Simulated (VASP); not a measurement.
# Ag (Fm-3m) in VASP: elastic constants with PBEsol

Aim: the elastic constants of Ag with PBEsol.

All numbers are computed with VASP 6.6.1; they aren't measurements. Logs are shortened: lines on timing, memory, paths and dates and some standing lists are left out, and cuts for length are marked.

## (1) The crystal as given

It takes space group Fm-3m (No. 225, cubic). The conventional cell has a = 4.052 Å, b = 4.052 Å, c = 4.052 Å, α = 90.00°, β = 90.00°, γ = 90.00°. Around Ag (site symmetry m-3m) lie 12 Ag at 2.86 Å.

## (2) Elastic constants, PBEsol

The input, POSCAR:

```
Ag
1.0
    0.0000000000      2.0257627203      2.0257627203
    2.0257627203      0.0000000000      2.0257627203
    2.0257627203      2.0257627203      0.0000000000
  Ag
     1
Direct
     0.0000000000000000    0.0000000000000000    0.0000000000000000
```

The input, INCAR.step1:

```
SYSTEM = Ag
PREC = Accurate
ENCUT = 600
EDIFF = 1E-8
ISMEAR = 1
SIGMA = 0.2
LREAL = .False.
LASPH = .True.
NELM = 80
ALGO = Normal
ISIF = 3
LWAVE = .False.
LCHARG = .False.
GGA = PS
KPAR = 2
IBRION = 2
NSW = 40
EDIFFG = -0.002
```

The input, INCAR.step2:

```
SYSTEM = Ag
PREC = Accurate
ENCUT = 600
EDIFF = 1E-8
ISMEAR = 1
SIGMA = 0.2
LREAL = .False.
LASPH = .True.
NELM = 80
ALGO = Normal
ISIF = 3
LWAVE = .False.
LCHARG = .False.
GGA = PS
KPAR = 2
IBRION = 6
NFREE = 2
POTIM = 0.015
NSW = 1
```

The input, KPOINTS:

```
Automatic mesh
0
Gamma
  30 30 30
  0 0 0
```

Potentials or basis: VASP PAW PBE potentials, release 64 (Ag).

Run with:

```sh
> cat potpaw_PBE.64/Ag/POTCAR > POTCAR
> cp INCAR.step1 INCAR
> mpirun -np 2 vasp_std > vasp.out
> cp CONTCAR POSCAR
> cp INCAR.step2 INCAR
> mpirun -np 2 vasp_std > vasp.out
```

OUTCAR:

```text
SYSTEM = Ag
   PREC = Accurate
   ENCUT = 600
   EDIFF = 1E-8
   ISMEAR = 1
   LREAL = .False.
   LASPH = .True.
   NELM = 80
   ISIF = 3
   GGA = PS
   IBRION = 6
   NFREE = 2
   POTIM = 0.015
   NSW = 1

 ion  position               nearest neighbor table
   1  0.000  0.000  0.000-

  LATTYP: Found a face centered cubic cell.
 ALAT       =     4.0504939829

  Lattice vectors:

 A1 = (   0.0000000000,   2.0252469915,   2.0252469915)
 A2 = (   2.0252469915,   0.0000000000,   2.0252469915)
 A3 = (   2.0252469915,   2.0252469915,   0.0000000000)

Analysis of symmetry for initial positions (statically):
=====================================================================
 Subroutine PRICEL returns:
 Original cell was already a primitive cell.

 Routine SETGRP: Setting up the symmetry group for a
 face centered cubic supercell.

 Subroutine GETGRP returns: Found 48 space group operations
 (whereof 48 operations were pure point group operations)
 out of a pool of 48 trial point group operations.

The static configuration has the point symmetry O_h .

Analysis of symmetry for dynamics (positions and initial velocities):
=====================================================================
 Subroutine PRICEL returns:
 Original cell was already a primitive cell.

 Routine SETGRP: Setting up the symmetry group for a
 face centered cubic supercell.

 Subroutine GETGRP returns: Found 48 space group operations
 (whereof 48 operations were pure point group operations)
 out of a pool of 48 trial point group operations.

The dynamic configuration has the point symmetry O_h .

 Subroutine INISYM returns: Found 48 space group operations
 (whereof 48 operations are pure point group operations),
 and found     1 'primitive' translations

----------------------------------------------------------------------------------------

                                     Primitive cell

[... 329 lines left out ...]
 cond. band min:       8.6505471293   @ k =   0.5000   0.3000   0.1000
 fundamental gap:      0.0100080258
 Fermi energy:         8.6458812007

 k-point     1 :       0.0000    0.0000    0.0000
  band No.  band energies     occupation
      1       0.5725      2.00000
      2       3.7284      2.00000
      3       3.7284      2.00000
      4       3.7284      2.00000
      5       4.8242      2.00000
      6       4.8242      2.00000
      7      24.6363      0.00000
      8      28.3627      0.00000
      9      28.3627      0.00000
[... 265 lines left out ...]
 k-point    24 :       0.2667    0.0333    0.0000
  band No.  band energies     occupation
      1       2.0584      2.00000
      2       3.8718      2.00000
      3       3.9550      2.00000
      4       3.9907      2.00000
      5       4.9319      2.00000
      6       5.0544      2.00000
      7      19.7055      0.00000
      8      25.1914      0.00000
      9      27.6040      0.00000

 [... further k-points ...]
[... 5 lines left out ...]
  --------------------------------------------------------------------------------------
  -------------------------------------------------------------------------------------
  Total        0.0005821      0.0005821      0.0005821     -0.0000000      0.0000000      0.0000000
  in kB        0.0561355      0.0561355      0.0561355     -0.0000000      0.0000000      0.0000000
  external PRESSURE =       0.0561355 kB  Pullay stress =       0.0000000 kB
[... 16 lines left out ...]
  FREE ENERGIE OF THE ION-ELECTRON SYSTEM (eV)
  ---------------------------------------------------
  free  energy   TOTEN  =        -3.3095917109 eV

  energy  without entropy=       -3.3096633218  energy(sigma->0) =       -3.30961558

 INTERNAL STRAIN TENSORS FROM STRAINED CELLS
 ============================================

 INTERNAL STRAIN TENSOR FOR ION    1 for displacements in x,y,z  (eV/Angst):
          X           Y           Z          XY          YZ          ZX
  --------------------------------------------------------------------------------
  x     0.00000     0.00000     0.00000    -0.00000     0.00000     0.00000
  y     0.00000     0.00000     0.00000     0.00000     0.00000     0.00000
  z    -0.00000    -0.00000     0.00000     0.00000     0.00000     0.00000

 INTERNAL STRAIN TENSORS FROM DISPLACED ATOMS
 ============================================

 INTERNAL STRAIN TENSOR FOR ION    1 for displacements in x,y,z  (eV/Angst):
          X           Y           Z          XY          YZ          ZX
  --------------------------------------------------------------------------------
  x     0.00000     0.00000     0.00000     0.00000     0.00000     0.00000
  y     0.00000     0.00000     0.00000     0.00000     0.00000     0.00000
  z     0.00000     0.00000     0.00000     0.00000     0.00000     0.00000

 Eigenvectors and eigenvalues of the dynamical matrix
 ----------------------------------------------------

   1 f/i=    0.000000 THz     0.000000 2PiTHz    0.000000 cm-1     0.000000 meV
             X         Y         Z           dx          dy          dz
      0.000000  0.000000  0.000000     1.000000    0.000000    0.000000

   2 f/i=    0.000000 THz     0.000000 2PiTHz    0.000000 cm-1     0.000000 meV
             X         Y         Z           dx          dy          dz
      0.000000  0.000000  0.000000     0.000000    1.000000    0.000000

   3 f/i=    0.000000 THz     0.000000 2PiTHz    0.000000 cm-1     0.000000 meV
             X         Y         Z           dx          dy          dz
      0.000000  0.000000  0.000000     0.000000    0.000000    1.000000

--------------------------------------------------------------------------------------------------------

 ELASTIC MODULI CONTR FROM IONIC RELAXATION (kBar)
 Direction    XX          YY          ZZ          XY          YZ          ZX
 --------------------------------------------------------------------------------
 XX           0.0000      0.0000      0.0000      0.0000      0.0000      0.0000
 YY           0.0000      0.0000      0.0000      0.0000      0.0000      0.0000
 ZZ           0.0000      0.0000      0.0000      0.0000      0.0000      0.0000
 XY           0.0000      0.0000      0.0000      0.0000      0.0000      0.0000
 YZ           0.0000      0.0000      0.0000      0.0000      0.0000      0.0000
 ZX           0.0000      0.0000      0.0000      0.0000      0.0000      0.0000
 --------------------------------------------------------------------------------

 TOTAL ELASTIC MODULI (kBar)
 Direction    XX          YY          ZZ          XY          YZ          ZX
 --------------------------------------------------------------------------------
 XX        1456.2745   1063.4343   1063.4343     -0.0000     -0.0000     -0.0000
 YY        1063.4343   1456.2745   1063.4343      0.0000     -0.0000      0.0000
 ZZ        1063.4343   1063.4343   1456.2745      0.0000      0.0000     -0.0000
 XY          -0.0000      0.0000      0.0000    541.7623     -0.0000      0.0000
 YZ          -0.0000     -0.0000      0.0000     -0.0000    541.7623      0.0000
 ZX          -0.0000      0.0000     -0.0000      0.0000      0.0000    541.7623
 --------------------------------------------------------------------------------
```

OSZICAR.step1:

```text
N       E                     dE             d eps       ncg     rms          rms(c)
DAV:   1     0.483869580612E+02    0.48387E+02   -0.62713E+03 13744   0.125E+03
DAV:   2    -0.326515199236E+01   -0.51652E+02   -0.49518E+02 13828   0.221E+02
[... 19 lines left out ...]
   2 F= -.33095992E+01 E0= -.33096235E+01  d E =-.172626E-05
       N       E                     dE             d eps       ncg     rms          rms(c)
DAV:   1    -0.330964146425E+01   -0.42282E-04   -0.75449E-04 13766   0.340E-01    0.406E-02
DAV:   2    -0.330960278117E+01    0.38683E-04   -0.17603E-04 13721   0.145E-01    0.126E-02
DAV:   3    -0.330960161392E+01    0.11672E-05   -0.20457E-06 13954   0.144E-02    0.828E-03
DAV:   4    -0.330960091783E+01    0.69609E-06   -0.34755E-07 14285   0.561E-03    0.430E-04
DAV:   5    -0.330960092348E+01   -0.56500E-08   -0.39395E-09  9820   0.683E-04
   3 F= -.33096009E+01 E0= -.33096248E+01  d E =-.345776E-05
```

It took 30 min on 2 MPI ranks of AMD EPYC 9R45 (Zen 5), shared host; peak memory 2.1 GiB.

Results:

```
Relaxed volume                         : 16.61 Å³/atom
Relaxed cell                           : a = 2.864 Å, b = 2.864 Å, c = 2.864 Å, α = 60.00°, β = 60.00°, γ = 60.00°
Space group after relaxing (to 0.05 Å) : Fm-3m (No. 225)
Elastic constants C11, C12, C44        : 146, 106, 54 GPa
Voigt bulk modulus                     : 119 GPa
```

Final structure:
```cif
data_structure
_symmetry_space_group_name_H-M 'P 1'
_symmetry_Int_Tables_number 1
_cell_length_a 2.8641
_cell_length_b 2.8641
_cell_length_c 2.8641
_cell_angle_alpha 60.000
_cell_angle_beta 60.000
_cell_angle_gamma 60.000
_cell_volume 16.61
loop_
_atom_site_label
_atom_site_type_symbol
_atom_site_fract_x
_atom_site_fract_y
_atom_site_fract_z
_atom_site_occupancy
Ag1 Ag 0.00000 0.00000 0.00000 1
```

Elastic tensor in Voigt notation (GPa, in the Cartesian axes of the cell as first typed):
```
146 106 106   0   0   0
106 146 106   0   0   0
106 106 146   0   0   0
  0   0   0  54   0   0
  0   0   0   0  54   0
  0   0   0   0   0  54
```

Clamped-ion elastic tensor (GPa):
```
146 106 106   0   0   0
106 146 106   0   0   0
106 106 146   0   0   0
  0   0   0  54   0   0
  0   0   0   0  54   0
  0   0   0   0   0  54
```

Caveat: the PAW data sets were made with another functional, which shifts forces and pressure a little.
